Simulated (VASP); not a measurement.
Consider the following.

```
GaSb
1.0
    0.00000     3.06359     3.06359
    3.06359     0.00000     3.06359
    3.06359     3.06359     0.00000
Ga Sb
1 1
Direct
  0.00000   0.00000   0.00000
  0.25000   0.25000   0.25000
```

The numbers are results of r2SCAN meta-GGA with spin-orbit coupling, VASP's PBE PAW potentials (set 64) (plane waves; VASP 6.6.1), not measurements. Numerical set-up: 400 eV cut-off, 7×7×7 Γ-centred mesh, Gaussian smearing of 0.050 eV, potentials Ga_d Sb.

Q: Estimate the energy per atom (σ→0), band gap (over mesh and band path) with the smallest direct gap where there is one.

A: 
The band gap (over mesh and band path) is 0.20 eV and the smallest direct gap (over mesh and band path) comes out as 0.20 eV. The energy per atom (σ→0) is -18.828 eV/atom.

Only differences to runs with the same potentials and settings are physical.

The compound is GaSb in the zinc blende structure. It was relaxed first.
